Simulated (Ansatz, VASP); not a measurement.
# TiSi (zincblende type (invented)) in two plane-wave programs, part 2 of 2

Aim: how closely do two programs agree when they are given the same cell, functional and k mesh? The cell is generated by rule, not measured, and may not be a known phase. The cell is taken from a series of runs on this material, whose earlier steps may have relaxed, scaled, displaced or heated it; both programs get it as it stands.

VASP 6.6.1 and Ansatz 0.2.0.

So far: Set-up; Ansatz: relaxation of cell and atoms, PBEsol, pair 1; VASP: relaxation of cell and atoms, PBEsol, pair 1; Differences.

## (5) Ansatz: relaxation of cell and atoms, PBEsol, pair 2

Level of this step: Ansatz beside VASP: Kohn-Sham DFT, plane waves, PBEsol (Ansatz).

The relaxed volume is the usual yardstick between codes: in a stiff, nearly cubic crystal its relative difference is about their pressure difference at one cell divided by the bulk modulus.

The cell is taken from a series of runs on this material, whose earlier steps may have relaxed, scaled, displaced or heated it; both programs get it as it stands.

Input file input.yaml:

```yaml
crystal:
  lattice:
    - [0.0, 2.8554017, 2.8554017]
    - [2.8554017, 0.0, 2.8554017]
    - [2.8554017, 2.8554017, 0.0]
  atoms:
    - { symbol: Ti, position: [0.0, 0.0, 0.0] }
    - { symbol: Si, position: [0.75, 0.75, 0.75] }
kpoints:
  mp_grid: { grid: [12, 12, 12] }
hamiltonian:
  xc: pbesol
scf:
  occupations: { method: gaussian, width: 0.1 }
output:
  forces: true
  stress: true
  eigenvalues: true
  write_density: true
  write_potential: true
  elf: true
  volumetric_format: npy
relax:
  adjacent_minimum: "off"
  f_tol: 0.005
  max_steps: 80
  cell: { stress_tol: 0.05 }
```

On the command line:

```
> ansatz run input.yaml --threads 2 --pin off --max-ram 5120MiB --backend cpu --events-out ev --progress --plain --runs-dir out
```

Numbers of over 12 decimals in the logs are rounded to 6 here.

Output:

```text
[...]
Crystal: 2 atoms, lattice volume = 46.562 Å³
Basis set: ecut = 420 eV, 941 PW (Γ), exchange–correlation on 54×54×54 points (8 copies of the dense FFT grid, shifted against one another)
Bands: 12, of which v1, the nominal top of the filled ones, is band 8 counted from 1 (7 counted from 0)
Symmetry: 24 space group operations
[...]
k-points: 72 of 1728 (time reversal used)
[...]
k-point 71: bands = [... 4 lower, 0.2577, 4.2130, 4.8149, 5.8994, 6.3158, 7.2138, 7.7921, 8.4049]
--- Relaxed structure (3 steps of the walk, 3 accepted, 1 SCFs on fresh bases) ---
[...]
cell:  # Å, volume = 46.8083 Å³
    - [0, 2.860428, 2.860428]
    - [2.860428, 0, 2.860428]
    - [2.860428, 2.860428, 0]
  atoms:
    - { symbol: Ti, position: [0, 0, 0] }
    - { symbol: Si, position: [0.750000, 0.750000, 0.750000] }
[key lines of the parts left out:]
SCF converged after 7 iterations
Free energy (F): -3094.038921 eV
Fermi energy:    6.169025 eV
P = ⅓ Tr σ = 0.0010 GPa (0.010 kbar)
```

## (6) VASP: relaxation of cell and atoms, PBEsol, pair 2

The same cell, functional, mesh and smearing now go to VASP, with its own data sets.

Input file INCAR:

```
SYSTEM = TiSi
PREC = Accurate
ENCUT = 500
EDIFF = 1E-07
NELM = 120
ISMEAR = 0
SIGMA = 0.1
LREAL = .FALSE.
ALGO = Normal
GGA = PS
NBANDS = 14
LASPH = .TRUE.
LORBIT = 11
LWAVE = .FALSE.
LCHARG = .FALSE.
ISIF = 3
IBRION = 2
NSW = 80
EDIFFG = -0.005
GGA_COMPAT = .FALSE.
NELMIN = 4
```

Input file POSCAR:

```
TiSi
1.0
    0.0000000000      2.8554020000      2.8554020000
    2.8554020000      0.0000000000      2.8554020000
    2.8554020000      2.8554020000      0.0000000000
Ti Si
1 1
Direct
    0.0000000000      0.0000000000      0.0000000000
    0.7500000000      0.7500000000      0.7500000000
```

Input file KPOINTS:

```
Automatic mesh
0
Gamma
12 12 12
0 0 0
```

Potentials, in the order of the species: Ti_sv and Si (PBE family, release 64).

On the command line:

```
> mpirun -np 1 vasp_std
```

Output:

```text
[banner, memory and clock lines left out]
running    1 mpi-ranks, on    1 nodes
[...]
[... a notice as in an earlier step ...]

 LDA part: xc-table for (Slater+PW92), standard interpolation
 POSCAR, INCAR and KPOINTS ok, starting setup
[...]
entering main loop
       N       E                     dE             d eps       ncg     rms          rms(c)
DAV:   1     0.106039213759E+03    0.10604E+03   -0.75874E+03  2016   0.111E+03
DAV:   2    -0.799029580715E+01   -0.11403E+03   -0.10950E+03  2106   0.294E+02
DAV:   3    -0.155578534487E+02   -0.75676E+01   -0.73494E+01  3442   0.720E+01
DAV:   4    -0.157554326354E+02   -0.19758E+00   -0.19731E+00  2368   0.107E+01
[...]
DAV:  14    -0.127330342761E+02    0.27085E-06   -0.66950E-07  2466   0.966E-03    0.242E-03
DAV:  15    -0.127330341713E+02    0.10481E-06   -0.13090E-07  1826   0.490E-03    0.580E-04
DAV:  16    -0.127330341599E+02    0.11420E-07   -0.23015E-08  1032   0.184E-03
   1 F= -.12733034E+02 E0= -.12732029E+02  d E =-.127330E+02
[...]
DAV:  10    -0.127333280480E+02   -0.70604E-08   -0.86707E-09  1044   0.929E-04
   2 F= -.12733328E+02 E0= -.12732375E+02  d E =-.293888E-03
 trial-energy change:   -0.000294  1 .order   -0.000301   -0.000985    0.000382
 step:   0.7138(harm=  0.7204)  dis= 0.00000  next Energy=   -12.733383 (dE=-0.349E-03)
[...]
N       E                     dE             d eps       ncg     rms          rms(c)
DAV:   1    -0.127350019932E+02   -0.16740E-02   -0.22549E-02  2142   0.200E+00    0.357E-01
DAV:   2    -0.127342156092E+02    0.78638E-03   -0.86018E-03  2138   0.130E+00    0.187E-01
DAV:   3    -0.127333628456E+02    0.85276E-03   -0.16530E-03  2114   0.575E-01    0.420E-02
DAV:   4    -0.127333505514E+02    0.12294E-04   -0.22251E-04  2412   0.130E-01    0.182E-02
DAV:   5    -0.127333679655E+02   -0.17414E-04   -0.21377E-05  2794   0.318E-02    0.140E-02
DAV:   6    -0.127333813931E+02   -0.13428E-04   -0.26552E-05  3368   0.238E-02    0.620E-03
DAV:   7    -0.127333822452E+02   -0.85203E-06   -0.15108E-06  2206   0.887E-03    0.144E-03
DAV:   8    -0.127333822013E+02    0.43862E-07   -0.84965E-08  1720   0.231E-03
   3 F= -.12733382E+02 E0= -.12732414E+02  d E =-.348041E-03
[...]
reached required accuracy - stopping structural energy minimisation
```

Parts of OUTCAR (step 6):

```text
  Total        0.0001109      0.0001109      0.0001109      0.0000000      0.0000000     -0.0000000
  in kB        0.0037919      0.0037919      0.0037919      0.0000000      0.0000000     -0.0000000
  external PRESSURE =       0.0037919 kB  Pullay stress =       0.0000000 kB

 POSITION                                       TOTAL-FORCE (eV/Angst)
 -----------------------------------------------------------------------------------
     -0.00000      0.00000      0.00000        -0.000000     -0.000000     -0.000000
      4.29171      4.29171      4.29171         0.000000      0.000000      0.000000
 -----------------------------------------------------------------------------------
    total drift:                               -0.000000     -0.000000     -0.000000

  FREE ENERGIE OF THE ION-ELECTRON SYSTEM (eV)
  ---------------------------------------------------
  free  energy   TOTEN  =       -12.7333822013 eV

  energy  without entropy=      -12.7314455025  energy(sigma->0) =      -12.73241385

[... 2 parts as in an earlier step ...]

[... 2 further parts left out ...]
[key lines of the parts left out:]
E-fermi :   4.1351
```

## (7) Side by side

Both answers:

| quantity | Ansatz | VASP | difference |
| --- | --- | --- | --- |
| volume (Å³) | 46.81 | 46.84 | -0.07 % |
| edge a after relaxation, in the typed setting (Å) | 4.045 | 4.046 | -0.02 % |

## (8) What came out

```yaml
difference_in_volume_relaxation_of_cell_and_atoms_pbesol_pair_1: -0.13 %
difference_in_volume_relaxation_of_cell_and_atoms_pbesol_pair_2: -0.074 %
```

In words: The difference in volume is -0.13 % (relaxation of cell and atoms, PBEsol, pair 1), within the 1.2 % picked in this series as the mark of a large difference, as far as the stopping tolerances let one tell. 1 further run of this series is not shown here. How closely two codes agree says nothing of how well the functional describes the real material.

[Lines on the potential files, build, host, timing and source positions are cut from VASP's logs without a mark.]

[Logs are printed without paths, hosts, clocks, repeated set-up lines and the standing remarks that a program may print on its own settings, such as how far it seeks lower states.]

[Hosts, paths, dates, database ids (printed as entryN), source tags and the programs' standing remarks are cut or masked in the printed files.]
